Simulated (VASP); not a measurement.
Output of a VASP run:

### OUTCAR
```
 ion  position               nearest neighbor table
   1  0.000  0.000  0.000-   2 2.19   3 2.19   3 2.37   2 2.37   3 2.37   3 2.37   3 2.37   2 2.37
                             2 2.37   2 2.37
   2  0.368  0.368  0.000-   3 1.58   1 2.19   1 2.37   1 2.37   1 2.37   1 2.37
   3  0.632  0.632  0.000-   2 1.58   1 2.19   1 2.37   1 2.37   1 2.37   1 2.37
  LATTYP: Found a body centered tetragonal cell.
 ALAT       =     3.1647114146
 C/A-ratio  =     1.8848396314
 Subroutine PRICEL returns:
 Original cell was already a primitive cell.
 Subroutine GETGRP returns: Found 16 space group operations
The static configuration has the point symmetry D_4h.
The dynamic configuration has the point symmetry D_4h.
 Subroutine INISYM returns: Found 16 space group operations
 Subroutine IBZKPT returns following result:
 Found    288 irreducible k-points:

 Following reciprocal coordinates:
            Coordinates               Weight
  0.000000  0.000000  0.000000      1.000000
  0.066667 -0.000000  0.000000      8.000000
  0.133333  0.000000  0.000000      8.000000
  0.200000 -0.000000  0.000000      8.000000
  0.266667  0.000000  0.000000      8.000000
  0.333333  0.000000  0.000000      8.000000
  0.400000 -0.000000  0.000000      8.000000
  0.466667 -0.000000  0.000000      8.000000
  0.066667  0.066667  0.000000      8.000000
  0.133333  0.066667  0.000000     16.000000
  0.200000  0.066667  0.000000     16.000000
  0.266667  0.066667  0.000000     16.000000
  0.333333  0.066667  0.000000     16.000000
  0.400000  0.066667  0.000000     16.000000
  0.466667  0.066667  0.000000     16.000000
 -0.466667  0.066667 -0.000000     16.000000
 -0.400000  0.066667 -0.000000     16.000000
 -0.333333  0.066667  0.000000     16.000000
 -0.266667  0.066667 -0.000000     16.000000
 -0.200000  0.066667 -0.000000     16.000000
 -0.133333  0.066667  0.000000     16.000000
 -0.066667  0.066667  0.000000      4.000000
  0.133333  0.133333 -0.000000      8.000000
  0.200000  0.133333  0.000000     16.000000
  0.266667  0.133333 -0.000000     16.000000
  0.333333  0.133333 -0.000000     16.000000
  0.400000  0.133333  0.000000     16.000000
  0.466667  0.133333 -0.000000     16.000000
 -0.466667  0.133333 -0.000000     16.000000
 -0.400000  0.133333 -0.000000     16.000000
 -0.333333  0.133333  0.000000     16.000000
 -0.266667  0.133333 -0.000000     16.000000
 -0.200000  0.133333 -0.000000     16.000000
 -0.133333  0.133333  0.000000      4.000000
  0.200000  0.200000  0.000000      8.000000
  0.266667  0.200000 -0.000000     16.000000
  0.333333  0.200000  0.000000     16.000000
  0.400000  0.200000  0.000000     16.000000
  0.466667  0.200000  0.000000     16.000000
 -0.466667  0.200000  0.000000     16.000000
   k-points           NKPTS =    288   k-points in BZ     NKDIM =    288   number of bands    NBANDS=     13
   number of dos      NEDOS =    601   number of ions     NIONS =      3
   total plane-waves  NPLWV =  21952
   dimension x,y,z NGX =    28 NGY =   28 NGZ =   28
   dimension x,y,z NGXF=    56 NGYF=   56 NGZF=   56
   ions per type =               1   2
   PREC   = accura    normal or accurate (medium, high low for compatibility)
   ISTART =      0    job   : 0-new  1-cont  2-samecut
   ICHARG =      2    charge: 1-file 2-atom 10-const
   ISPIN  =      1    spin polarized calculation?
   LNONCOLLINEAR =      F non collinear calculations
   LSORBIT =      F    spin-orbit coupling
   INIWAV =      1    electr: 0-lowe 1-rand  2-diag
   ENCUT  =  520.0 eV  38.22 Ry    6.18 a.u.   6.93  6.93  6.93*2*pi/ulx,y,z
   NELM   =    100;   NELMIN=  2; NELMDL= -5     # of ELM steps
   EDIFF  = 0.1E-06   stopping-criterion for ELM
   LREAL  =      F    real-space projection
   NLSPLINE    = F    spline interpolate recip. space projectors
   LMAXMIX     =    4 max onsite mixed and CHGCAR
   VOSKOWN=      0    Vosko Wilk Nusair interpolation
   EDIFFG = 0.1E-05   stopping-criterion for IOM
...
```

### OSZICAR
```
       N       E                     dE             d eps       ncg     rms          rms(c)
DAV:   1     0.127422796868E+03    0.12742E+03   -0.92509E+03  7488   0.153E+03
DAV:   2    -0.160938008022E+02   -0.14352E+03   -0.14024E+03  7608   0.382E+02
DAV:   3    -0.267506704363E+02   -0.10657E+02   -0.10361E+02 11764   0.939E+01
DAV:   4    -0.270712889191E+02   -0.32062E+00   -0.32018E+00  8986   0.157E+01
DAV:   5    -0.270826513002E+02   -0.11362E-01   -0.11361E-01 11547   0.264E+00    0.162E+01
DAV:   6    -0.221869066541E+02    0.48957E+01   -0.31177E+01  9965   0.604E+01    0.493E+00
DAV:   7    -0.220785873030E+02    0.10832E+00   -0.39400E+00  9449   0.220E+01    0.367E+00
DAV:   8    -0.220708793147E+02    0.77080E-02   -0.66129E-01  9893   0.767E+00    0.138E+00
DAV:   9    -0.220516075969E+02    0.19272E-01   -0.29230E-01  9721   0.608E+00    0.551E-01
DAV:  10    -0.220487098130E+02    0.28978E-02   -0.15365E-02  9548   0.141E+00    0.110E-01
DAV:  11    -0.220488015770E+02   -0.91764E-04   -0.39377E-03 11352   0.624E-01    0.964E-02
DAV:  12    -0.220486799520E+02    0.12163E-03   -0.68676E-04 10101   0.296E-01    0.177E-02
DAV:  13    -0.220486911027E+02   -0.11151E-04   -0.44320E-05  9448   0.760E-02    0.794E-03
DAV:  14    -0.220486888568E+02    0.22459E-05   -0.23545E-06 10322   0.174E-02    0.154E-03
DAV:  15    -0.220486882227E+02    0.63409E-06   -0.28843E-07  7950   0.501E-03    0.391E-04
DAV:  16    -0.220486879986E+02    0.22411E-06   -0.28062E-08  4269   0.148E-03    0.141E-04
DAV:  17    -0.220486879343E+02    0.64242E-07   -0.77859E-09  4129   0.745E-04
   1 F= -.22048688E+02 E0= -.22048688E+02  d E =0.000000E+00
```

OUTCAR:
```
------------------------ aborting loop because EDIFF is reached ----------------------------------------
  FORCE on cell =-STRESS in cart. coord.  units (eV):
  Direction    XX          YY          ZZ          XY          YZ          ZX
  --------------------------------------------------------------------------------------
  Total       -0.0108040     -0.0108040      0.0268603      0.0000000      0.0000000      0.0000000
  in kB       -0.5794943     -0.5794943      1.4407053      0.0000000      0.0000000      0.0000000
  external PRESSURE =       0.0939055 kB  Pullay stress =       0.0000000 kB
  volume of cell :       29.87
      direct lattice vectors                 reciprocal lattice vectors
    -1.582355707  1.582355707  2.982486748     0.000000000  0.315984578  0.167645338
     1.582355707 -1.582355707  2.982486748     0.315984578  0.000000000  0.167645338
     1.582355707  1.582355707 -2.982486748     0.315984578  0.315984578  0.000000000
 POSITION                                       TOTAL-FORCE (eV/Angst)
 -----------------------------------------------------------------------------------
      0.00000      0.00000      0.00000         0.000000      0.000000     -0.000000
      0.00000      0.00000      2.19401        -0.000000     -0.000000      0.005602
      0.00000      0.00000      3.77096        -0.000000     -0.000000     -0.005602
 -----------------------------------------------------------------------------------
    total drift:                                0.000000      0.000000      0.000000
  FREE ENERGIE OF THE ION-ELECTRON SYSTEM (eV)
  ---------------------------------------------------
  free  energy   TOTEN  =       -22.0486879343 eV

  energy  without entropy=      -22.0486879343  energy(sigma->0) =      -22.04868793

 total charge

# of ion       s       p       d       tot
------------------------------------------
    1        2.204   6.217   1.986  10.408
    2        0.724   1.149   0.000   1.873
    3        0.724   1.149   0.000   1.873
--------------------------------------------------
tot          3.653   8.516   1.986  14.154

 Electric field gradients after diagonalization (V/A^2)
 (convention: |V_zz| > |V_xx| > |V_yy|)
----------------------------------------------------------------------
 ion       V_xx      V_yy      V_zz     asymmetry (V_yy - V_xx)/ V_zz
----------------------------------------------------------------------
   1       1.873     1.871    -3.744       0.000
   2       8.007     8.007   -16.014       0.000
   3       8.007     8.007   -16.014       0.000
```
(Selected blocks of OUTCAR.)

**POSCAR**
```
TiB2
1
   -1.5823557073     1.5823557073     2.9824867481
    1.5823557073    -1.5823557073     2.9824867481
    1.5823557073     1.5823557073    -2.9824867481
Ti B
1 2
Direct
  0.0000000000   0.0000000000   0.0000000000
  0.3678163362   0.3678163362   0.0000000000
  0.6321836638   0.6321836638   0.0000000000
```

Question: Reconstruct the remaining input files.

Answer: This is not unique; one that fits is the input of the run itself, PBEsol GGA, plane waves, VASP's PBE PAW potentials (set 64).

### KPOINTS
```
Automatic mesh
0
Gamma
15 15 15
0 0 0
```

**INCAR**
```
ALGO = Normal
EDIFF = 1E-7
ENCUT = 520
GGA = PS
ISIF = 2
ISMEAR = -5
LASPH = T
LCHARG = T
LEFG = T
LMAXMIX = 4
LORBIT = 11
LREAL = F
LWAVE = F
NEDOS = 601
NELM = 100
PREC = Accurate
SYSTEM = TiB2
```

POTCAR, in this order: Ti_sv B (PBE.64 set). Program: vasp_std.

For a metal the tetrahedron method with Blöchl corrections gives inexact stress and forces.

The structure was generated: TiB2 was put into the MoSi2 type (I4/mmm), which need not be its known phase. It was relaxed first, which changed the volume by +7 %.
